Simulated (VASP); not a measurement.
Computed with vdW-DF-cx, VASP's PBE PAW potentials (set 64) (plane waves; VASP).

Input for VASP

KPOINTS:
```
Automatic mesh
0
Gamma
7 7 4
0 0 0
```

POSCAR:
```
Te
1
    2.1712544531    -3.7607227515    -0.0000000000
    2.1712544531     3.7607227515     0.0000000000
    0.0000000000    -0.0000000000     6.0074831044
Te
3
Direct
  1.0000000000   0.2807477902   0.6666670000
  0.7192522098   0.7192522098   0.0000000000
  0.2807477902   1.0000000000   0.3333330000
```

**INCAR**
```
AGGAC  =  0.0
ALGO  =  Normal
EDIFF  =  1E-7
ENCUT  =  520
GGA  =  CX
ISIF  =  2
ISMEAR  =  -5
LASPH  =  .TRUE.
LCHARG  =  .TRUE.
LEFG  =  .TRUE.
LMAXMIX  =  4
LORBIT  =  11
LREAL  =  .FALSE.
LUSE_VDW  =  .TRUE.
LWAVE  =  .FALSE.
NEDOS  =  601
NELM  =  100
PREC  =  Accurate
SYSTEM  =  Te
```

POTCAR, in this order: Te (PBE.64 set). Program: vasp_std.

Q: What does the run give for the energy per atom (σ→0)?

A: 
```json
{
  "energy per atom (σ→0)": "-1.376 eV/atom"
}
```

OSZICAR:
```
...
DAV:   7    -0.412798774093E+01    0.58729E-03   -0.33093E-02   773   0.129E+00    0.278E-01
DAV:   8    -0.412751216726E+01    0.47557E-03   -0.57896E-03   743   0.492E-01    0.132E-01
DAV:   9    -0.412753837553E+01   -0.26208E-04   -0.16039E-04   920   0.984E-02    0.992E-02
DAV:  10    -0.412756253007E+01   -0.24155E-04   -0.35399E-05   738   0.451E-02    0.241E-02
DAV:  11    -0.412755870100E+01    0.38291E-05   -0.12845E-05   768   0.253E-02    0.102E-02
DAV:  12    -0.412755877965E+01   -0.78648E-07   -0.14021E-06   843   0.782E-03    0.358E-03
DAV:  13    -0.412755873051E+01    0.49134E-07   -0.29051E-07   714   0.389E-03
   1 F= -.41275587E+01 E0= -.41275587E+01  d E =0.000000E+00
```

The compound is Te in the trig structure. It was relaxed first.
